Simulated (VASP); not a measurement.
Consider the following.

```
CoGa
1.0
    2.90032     0.00000     0.00000
    0.00000     2.80675     0.00000
    0.00000     0.00000     2.90575
Ga Co
1 1
Direct
  0.50000   0.50000   0.50000
  0.01551   0.00000   0.00000
```

These are PBE GGA + U (Dudarev), VASP's PBE PAW potentials (set 64) (plane waves; VASP) values and carry that method's errors. Run with 400 eV cut-off, 11×12×11 Γ-centred mesh, first-order Methfessel-Paxton smearing of 0.10 eV, potentials Ga_d Co, U − J: Co 2.00 eV.

### Question
Give the force on each atom (eV/Å).

### Answer

```
atom      Fx     Fy     Fz
----  ------  -----  -----
Ga1    0.274  0.000  0.000
Co2   -0.274  0.000  0.000
```

### Question
Give the stress tensor in GPa (positive for a compressed cell).

### Answer

```
-2.71   0.00   0.00
 0.00   1.59   0.00
 0.00   0.00  -2.36
```
The pressure is its mean diagonal, -1.16 GPa.

The compound is CoGa in the CsCl type structure. The cell was not relaxed at this level, atoms are displaced from their ideal sites. The run is one of a series of settings (LDAU = .TRUE., LDAUJ = 0 0, LDAUL = -1 2, LDAUTYPE = 2, LDAUU = 0 2.0 against the base run), some of them coarse on purpose. The run is not spin-polarised, so no magnetic state was tried.
